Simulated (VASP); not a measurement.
Here is a VASP 6.6.1 calculation.

File INCAR:

```
SYSTEM = InGa3As4
PREC     = Accurate       ! precision mode
ENCUT    = 600            ! plane-wave cutoff, eV
EDIFF    = 1E-7           ! SCF threshold, eV
ISMEAR   = 0              ! smearing method
SIGMA    = 0.03           ! smearing width, eV
LREAL    = .False.        ! projectors in reciprocal space
LASPH    = .True.         ! aspherical terms in the spheres
NELM     = 80             ! most SCF steps
ALGO     = Normal         ! electronic algorithm
ISIF     = 3              ! what is computed and relaxed
LWAVE    = .False.        ! write WAVECAR
LCHARG   = .False.        ! write CHGCAR
GGA      = PE             ! functional
IBRION   = 2              ! ionic algorithm
NSW      = 90             ! ionic steps
EDIFFG   = -0.005         ! ionic threshold
KPAR     = 4
```

Contents of KPOINTS:

```
Automatic mesh
0
Gamma
  6 6 6
  0 0 0
```

The input POSCAR:

```
InGa3As4                                
1.0
   -5.8591494415      5.8591494415      0.0000000000
   -5.8623394141     -0.0031899725      5.8730670741
    0.0031899725      5.8623394141      5.8730670741
  In              Ga              As            
     2     6     8
Direct
     0.9994651852336442    0.0005348147663556    0.0005348147663556
     0.4994651852336444    0.0005348147663556    0.0005348147663556
     0.0001114125342587    0.5001238446106162    0.9996533303208663
     0.0001114125342587    0.9996533303208663    0.5001238446106162
     0.5001114125342588    0.5001238446106162    0.9996533303208663
     0.5001114125342588    0.9996533303208663    0.5001238446106162
     0.9997405387387718    0.5002594612612282    0.5002594612612282
     0.4997405387387720    0.5002594612612282    0.5002594612612282
     0.8702973402308957    0.8704018777661380    0.3890034417720709
     0.3702973402308957    0.8704018777661380    0.3890034417720709
     0.8750330706880963    0.3749669293119036    0.3749669293119036
     0.8849436998091783    0.8650563001908217    0.8650563001908217
     0.3750330706880964    0.3749669293119036    0.3749669293119036
     0.3849436998091783    0.8650563001908217    0.8650563001908217
     0.8702973402308957    0.3890034417720709    0.8704018777661380
     0.3702973402308957    0.3890034417720709    0.8704018777661380
```

Potentials or basis: VASP PAW PBE potentials, release 64 (In_d, Ga_d, As).

The run is started by

```bash
$ cat potpaw_PBE.64/In_d/POTCAR potpaw_PBE.64/Ga_d/POTCAR potpaw_PBE.64/As/POTCAR > POTCAR
$ mpirun -np 4 vasp_std > vasp.out
```

Problem. Estimate the relaxed cell.

Solution. a = 8.284 Å, b = 8.298 Å, c = 8.298 Å, α = 59.98°, β = 60.05°, γ = 60.05°.

Problem. Predict the space group after relaxing (to 0.05 Å).

Solution. Amm2 (No. 38).

Problem. Estimate the relaxed volume.

Solution. 25.22 Å³/atom.

Final structure:
```cif
data_structure
_symmetry_space_group_name_H-M 'P 1'
_symmetry_Int_Tables_number 1
_cell_length_a 8.2841
_cell_length_b 8.2978
_cell_length_c 8.2978
_cell_angle_alpha 59.978
_cell_angle_beta 60.054
_cell_angle_gamma 60.054
_cell_volume 403.59
loop_
_atom_site_label
_atom_site_type_symbol
_atom_site_fract_x
_atom_site_fract_y
_atom_site_fract_z
_atom_site_occupancy
In1 In 0.99944 0.00056 0.00056 1
In2 In 0.49944 0.00056 0.00056 1
Ga1 Ga 0.00010 0.50008 0.99971 1
Ga2 Ga 0.00010 0.99971 0.50008 1
Ga3 Ga 0.50010 0.50008 0.99971 1
Ga4 Ga 0.50010 0.99971 0.50008 1
Ga5 Ga 0.99975 0.50025 0.50025 1
Ga6 Ga 0.49975 0.50025 0.50025 1
As1 As 0.87032 0.87039 0.38896 1
As2 As 0.37032 0.87039 0.38896 1
As3 As 0.87504 0.37496 0.37496 1
As4 As 0.88492 0.86508 0.86508 1
As5 As 0.37504 0.37496 0.37496 1
As6 As 0.38492 0.86508 0.86508 1
As7 As 0.87032 0.38896 0.87039 1
As8 As 0.37032 0.38896 0.87039 1
```
